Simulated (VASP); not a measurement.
A VASP calculation is set up with these files.

File POSCAR:
```
AlP
1
    0.0000000000     2.7300000000     2.7300000000
    2.7300000000     0.0000000000     2.7300000000
    2.7300000000     2.7300000000     0.0000000000
Al P
1 1
Direct
  0.0000000000   0.0000000000   0.0000000000
  0.2500000000   0.2500000000   0.2500000000
```

INCAR:
```
SYSTEM = AlP
PREC = Accurate
ENCUT = 400
EDIFF = 1E-6
NELM = 100
ALGO = Normal
LREAL = .FALSE.
LASPH = .TRUE.
ISMEAR = 0
SIGMA = 0.05
GGA = PE
LWAVE = .FALSE.
LCHARG = .FALSE.
ISIF = 3
IBRION = 2
NSW = 40
EDIFFG = -0.01
```

KPOINTS:
```
Automatic mesh
0
Gamma
6 6 6
0 0 0
```

POTCAR, in this order: Al P (PBE.64 set). Program: vasp_std.

Q: Write an equivalent input for Quantum ESPRESSO's pw.x.

A: One equivalent input (not run):
```
&CONTROL
  calculation = 'vc-relax'
  pseudo_dir = './pseudo'
  outdir = './out'
  tprnfor = .true.
  tstress = .true.
  nstep = 40
  forc_conv_thr = 0.00039
/
&SYSTEM
  ibrav = 0
  nat = 2
  ntyp = 2
  ecutwfc = 44
  occupations = 'smearing'
  smearing = 'gaussian'
  degauss = 0.003675
  input_dft = 'pbe'
/
&ELECTRONS
  conv_thr = 7.3e-08
  electron_maxstep = 100
/
&IONS
/
&CELL
/
ATOMIC_SPECIES
  Al 26.982 Al.upf
  P 30.974 P.upf
CELL_PARAMETERS angstrom
     0.0000000    2.7300000    2.7300000
     2.7300000    0.0000000    2.7300000
     2.7300000    2.7300000    0.0000000
ATOMIC_POSITIONS crystal
  Al   0.0000000  0.0000000  0.0000000
  P    0.2500000  0.2500000  0.2500000
K_POINTS automatic
  6 6 6 0 0 0
```
The two are equivalent in intent, not identical: the potentials are each code's own (VASP's PAW set, PseudoDojo norm-conserving files in pw.x), so ENCUT and ecutwfc are chosen apart and not converted; conv_thr bounds pw.x's estimated SCF error, while EDIFF bounds the energy change between steps; forc_conv_thr acts on force components and is met together with etot_conv_thr.

The compound is AlP in the zinc blende structure. This run relaxes it. Symmetry was kept, so distortions that lower it aren't found.
